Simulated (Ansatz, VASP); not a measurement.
# PN in two plane-wave programs

Aim: how closely do two programs agree when they are given the same cell, functional and k mesh? The cell is generated by rule, not measured, and may not be a known phase. The cell is taken from a series of runs on this material, whose earlier steps may have relaxed, scaled, displaced or heated it; both programs get it as it stands.

Program: Ansatz 0.2.0. Level of theory: plane waves, with VASP 6.6.1 beside it; zone-centre phonons at PBE. Results are calculated unless marked as measured.

The structure was built from a prototype and need not be the compound's stable phase.

## 1. The structure

The structure is cubic, space group Fm-3m (No. 225). The conventional cell has a = 4.308 Å, b = 4.308 Å, c = 4.308 Å, α = 90.00°, β = 90.00°, γ = 90.00°. P has 6 N at 2.15 Å nearest. Nearest to N lie 6 P at 2.15 Å. Farther neighbours and most contacts between anions are not listed.

## 2. VASP: zone-centre phonons, PBE

Second derivatives magnify differences that forces hide, and they need a tight electronic threshold.

Lines of VASP's logs that name or quote its potential files are left out, and so is its time.

INCAR

```
SYSTEM = PN
PREC = Accurate
ENCUT = 600
EDIFF = 1E-08
NELM = 120
ISMEAR = 0
SIGMA = 0.02
LREAL = .FALSE.
ALGO = Normal
GGA = PE
NBANDS = 11
LORBIT = 11
LWAVE = .FALSE.
LCHARG = .FALSE.
ISIF = 2
IBRION = 8
LASPH = .TRUE.
GGA_COMPAT = .FALSE.
KPAR = 2
```

POSCAR

```
PN
1.0
    1.5230543675      0.8793358491      2.4871373672
   -1.5230543675      0.8793358491      2.4871373672
    0.0000000000     -1.7586716981      2.4871373672
P N
1 1
Direct
    0.5000000000      0.5000000000      0.5000000000
    0.0000000000      0.0000000000      0.0000000000
```

KPOINTS

```
Automatic mesh
0
Gamma
16 16 16
0 0 0
```

Potentials, in the order of the species: P and N (PBE family, release 64).

Run with:

```sh
$ mpirun -np 2 vasp_std
```

Numbers of over 12 decimals in the logs are rounded to 6 here.

Output:

```text
[banner, memory and clock lines left out]
running    2 mpi-ranks, on    1 nodes
 distrk:  each k-point on    1 cores,    2 groups
 distr:  one band on    1 cores,    1 groups

 POSCAR found type information on POSCAR P N
 POSCAR found :  2 types and       2 ions
 LDA part: xc-table for (Slater+PW92), standard interpolation
 POSCAR, INCAR and KPOINTS ok, starting setup
 FFT: planning ... GRIDC
 FFT: planning ... GRID_SOFT
 FFT: planning ... GRID
 WAVECAR not read
 entering main loop
       N       E                     dE             d eps       ncg     rms          rms(c)
DAV:   1     0.215219702252E+02    0.21522E+02   -0.55279E+03  3190   0.948E+02
DAV:   2    -0.111205996663E+02   -0.32643E+02   -0.30753E+02  4257   0.162E+02
DAV:   3    -0.123261370698E+02   -0.12055E+01   -0.11987E+01  4020   0.272E+01
DAV:   4    -0.123309788371E+02   -0.48418E-02   -0.48406E-02  3638   0.184E+00
DAV:   5    -0.123310032519E+02   -0.24415E-04   -0.24414E-04  3850   0.132E-01    0.905E+00
DAV:   6    -0.115002402894E+02    0.83076E+00   -0.86653E+00  3885   0.156E+01    0.436E+00
DAV:   7    -0.114612526862E+02    0.38988E-01   -0.48489E-01  3577   0.476E+00    0.351E+00
DAV:   8    -0.114659625863E+02   -0.47099E-02   -0.56570E-02  3496   0.199E+00    0.973E-01
DAV:   9    -0.114620825952E+02    0.38800E-02   -0.21765E-02  3753   0.872E-01    0.833E-02
DAV:  10    -0.114621429893E+02   -0.60394E-04   -0.43851E-04  3442   0.177E-01    0.189E-02
DAV:  11    -0.114621420329E+02    0.95638E-06   -0.87397E-06  4034   0.258E-02    0.759E-03
DAV:  12    -0.114621419706E+02    0.62263E-07   -0.58417E-07  3520   0.647E-03    0.127E-03
DAV:  13    -0.114621419600E+02    0.10590E-07   -0.15983E-07  3646   0.232E-03    0.435E-04
DAV:  14    -0.114621419811E+02   -0.21028E-07   -0.55717E-09  1991   0.701E-04    0.175E-04
DAV:  15    -0.114621419886E+02   -0.75623E-08   -0.31955E-10  1853   0.190E-04
   1 F= -.11462142E+02 E0= -.11462078E+02  d E =-.128084E-03
 Linear response reoptimize wavefunctions to high precision
DAV:   1    -0.114621419906E+02   -0.19362E-08   -0.25855E-11  2126   0.526E-05
DAV:   2    -0.114621419906E+02   -0.66507E-11   -0.18549E-12  1808   0.176E-05
 Linear response DOF=           2
 Linear response progress:
  Degree of freedom:   1/  2
       N       E                     dE             d eps       ncg     rms          rms(c)
RMM:   1    -0.343957802892E-01   -0.34396E-01    0.39746E-03 33586   0.130E+00
RMM:   2    -0.342233306997E-01    0.17245E-03   -0.92946E-04 21455   0.253E-01    0.166E-01
RMM:   3    -0.335400035782E-01    0.68333E-03   -0.93587E-05 22311   0.603E-02    0.928E-02
RMM:   4    -0.331895623435E-01    0.35044E-03   -0.53475E-05 22306   0.458E-02    0.230E-02
RMM:   5    -0.332459760757E-01   -0.56414E-04   -0.20495E-06 22595   0.125E-02    0.140E-03
RMM:   6    -0.332526398539E-01   -0.66638E-05   -0.29927E-08 22907   0.113E-03    0.550E-04
RMM:   7    -0.332554185052E-01   -0.27787E-05   -0.38011E-09 22931   0.678E-04    0.203E-04
RMM:   8    -0.332552608864E-01    0.15762E-06   -0.44728E-09 23915   0.932E-05    0.114E-04
RMM:   9    -0.332551798057E-01    0.81081E-07   -0.18345E-08 23187   0.894E-05    0.823E-06
RMM:  10    -0.332552258346E-01   -0.46029E-07   -0.17142E-08 23488   0.262E-05    0.176E-06
RMM:  11    -0.332552188841E-01    0.69506E-08   -0.52775E-09 21037   0.243E-05    0.191E-07
 first order change of Fermi-energy   0.88938E-05
 force on displaced ion       1 direction 1 :  11.333   0.000   0.000
 Linear response progress:
  Degree of freedom:   2/  2
       N       E                     dE             d eps       ncg     rms          rms(c)
RMM:   1    -0.219148037335E+00   -0.21915E+00    0.18200E-01 28774   0.328E+00
RMM:   2    -0.222252063059E+00   -0.31040E-02   -0.40558E-03 21500   0.563E-01    0.181E-01
RMM:   3    -0.222945284324E+00   -0.69322E-03   -0.10332E-04 22048   0.768E-02    0.108E-01
RMM:   4    -0.224154870590E+00   -0.12096E-02   -0.83427E-05 21429   0.670E-02    0.145E-02
RMM:   5    -0.224135964508E+00    0.18906E-04   -0.24503E-06 22675   0.141E-02    0.183E-03
RMM:   6    -0.224120078552E+00    0.15886E-04   -0.26080E-08 23388   0.117E-03    0.743E-04
RMM:   7    -0.224119619986E+00    0.45857E-06   -0.89269E-09 23143   0.624E-04    0.200E-04
RMM:   8    -0.224118914571E+00    0.70542E-06   -0.28491E-08 24110   0.140E-04    0.973E-05
RMM:   9    -0.224117853339E+00    0.10612E-05   -0.34008E-08 23661   0.112E-04    0.927E-06
RMM:  10    -0.224117941819E+00   -0.88480E-07   -0.71413E-09 24435   0.350E-05    0.360E-06
RMM:  11    -0.224117952131E+00   -0.10312E-07    0.92810E-09 22007   0.322E-05    0.607E-07
RMM:  12    -0.224117947321E+00    0.48099E-08   -0.79838E-09 16646   0.280E-05    0.131E-07
 first order change of Fermi-energy   0.89840E-04
 force on displaced ion       2 direction 1 :  11.332  -0.000  -0.000
 Linear response finished
```

OUTCAR, selected parts (step 2):

```text
ion  position               nearest neighbor table
   1  0.500  0.500  0.500-   2 2.15   2 2.15   2 2.15   2 2.15   2 2.15   2 2.15
   2  0.000  0.000  0.000-   1 2.15   1 2.15   1 2.15   1 2.15   1 2.15   1 2.15

  LATTYP: Found a face centered cubic cell.
 ALAT       =     4.3078482854

 Subroutine GETGRP returns: Found 48 space group operations
 (whereof 48 operations were pure point group operations)

The static configuration has the point symmetry O_h .

 Found    145 irreducible k-points:

   k-points           NKPTS =    145   k-points in BZ     NKDIM =    145   number of bands    NBANDS=     11

   dimension x,y,z NGX =    24 NGY =   24 NGZ =   24
   dimension x,y,z NGXF=    48 NGYF=   48 NGZF=   48

   ENCUT  =  600.0 eV  44.10 Ry    6.64 a.u.   6.08  6.08  6.08*2*pi/ulx,y,z

   NELECT =      10.0000    total number of electrons

 k-points in reciprocal lattice and weights: Automatic mesh
   0.00000000  0.00000000  0.00000000       0.000
   0.06250000 -0.00000000 -0.00000000       0.002
   0.12500000 -0.00000000 -0.00000000       0.002
   0.18750000 -0.00000000 -0.00000000       0.002
   0.25000000 -0.00000000 -0.00000000       0.002
   0.31250000 -0.00000000 -0.00000000       0.002
   0.37500000 -0.00000000 -0.00000000       0.002
   0.43750000 -0.00000000 -0.00000000       0.002
   0.50000000 -0.00000000 -0.00000000       0.001
[...]
-0.31250000  0.50000000  0.18750000       0.003
  -0.25000000  0.50000000  0.25000000       0.001

 average (electrostatic) potential at core
       1 -80.2934       2 -59.9394

  Total        0.6706089      0.6706089      0.6706089     -0.0000000      0.0000000      0.0000000
  in kB       53.7599327     53.7599327     53.7599327     -0.0000000      0.0000000      0.0000000
  external PRESSURE =      53.7599327 kB  Pullay stress =       0.0000000 kB

  energy-cutoff  :      600.00
  volume of cell :       19.99
      direct lattice vectors                 reciprocal lattice vectors
     1.523054367  0.879335849  2.487137367     0.328287690  0.189536986  0.134022888
    -1.523054367  0.879335849  2.487137367    -0.328287690  0.189536986  0.134022888
     0.000000000 -1.758671698  2.487137367     0.000000000 -0.379073972  0.134022888

 POSITION                                       TOTAL-FORCE (eV/Angst)
 -----------------------------------------------------------------------------------
      0.00000      0.00000      3.73071        -0.000000     -0.000000     -0.000000
      0.00000      0.00000      0.00000         0.000000      0.000000      0.000000
 -----------------------------------------------------------------------------------
    total drift:                               -0.000000     -0.000000     -0.000000

 Eigenvectors and eigenvalues of the dynamical matrix
 ----------------------------------------------------

   1 f  =    0.000320 THz     0.002009 2PiTHz    0.010667 cm-1     0.001323 meV
             X         Y         Z           dx          dy          dz
      0.000000  0.000000  3.730706    -0.738512   -0.254456    0.280230
      0.000000  0.000000  0.000000    -0.496542   -0.171085    0.188414

   2 f  =    0.000320 THz     0.002009 2PiTHz    0.010667 cm-1     0.001323 meV
             X         Y         Z           dx          dy          dz
      0.000000  0.000000  3.730706    -0.351499    0.233063   -0.714707
      0.000000  0.000000  0.000000    -0.236332    0.156701   -0.480537

   3 f  =    0.000320 THz     0.002009 2PiTHz    0.010667 cm-1     0.001323 meV
             X         Y         Z           dx          dy          dz
      0.000000  0.000000  3.730706    -0.140444    0.754725    0.315185
      0.000000  0.000000  0.000000    -0.094428    0.507443    0.211916

   4 f/i=   16.948077 THz   106.487910 2PiTHz  565.327004 cm-1    70.091584 meV
             X         Y         Z           dx          dy          dz
      0.000000  0.000000  3.730706    -0.000000   -0.136446    0.541023
      0.000000  0.000000  0.000000     0.000000    0.202938   -0.804669

   5 f/i=   16.948077 THz   106.487910 2PiTHz  565.327004 cm-1    70.091584 meV
             X         Y         Z           dx          dy          dz
      0.000000  0.000000  3.730706     0.557964    0.000000   -0.000000
      0.000000  0.000000  0.000000    -0.829865    0.000000   -0.000000

   6 f/i=   16.948077 THz   106.487910 2PiTHz  565.327004 cm-1    70.091584 meV
             X         Y         Z           dx          dy          dz
      0.000000  0.000000  3.730706    -0.000000   -0.541023   -0.136446
      0.000000  0.000000  0.000000     0.000000    0.804669    0.202938

 ELASTIC MODULI CONTR FROM IONIC RELAXATION (kBar)
 Direction    XX          YY          ZZ          XY          YZ          ZX
 --------------------------------------------------------------------------------
 XX           0.0000      0.0000      0.0000      0.0000      0.0000      0.0000
 YY           0.0000      0.0000      0.0000      0.0000      0.0000      0.0000
 ZZ           0.0000      0.0000      0.0000      0.0000      0.0000      0.0000
 XY           0.0000      0.0000      0.0000      0.0000      0.0000      0.0000
 YZ           0.0000      0.0000      0.0000      0.0000      0.0000      0.0000
 ZX           0.0000      0.0000      0.0000      0.0000      0.0000      0.0000
 --------------------------------------------------------------------------------
```

[end of part 1 of 2]

[Lines on the potential files, build, host, timing and source positions are cut from VASP's logs without a mark.]

[Logs are printed without paths, hosts, clocks, repeated set-up lines and the standing remarks that a program may print on its own settings, such as how far it seeks lower states.]

[Hosts, paths, dates, database ids (printed as entryN), source tags and the programs' standing remarks are cut or masked in the printed files.]
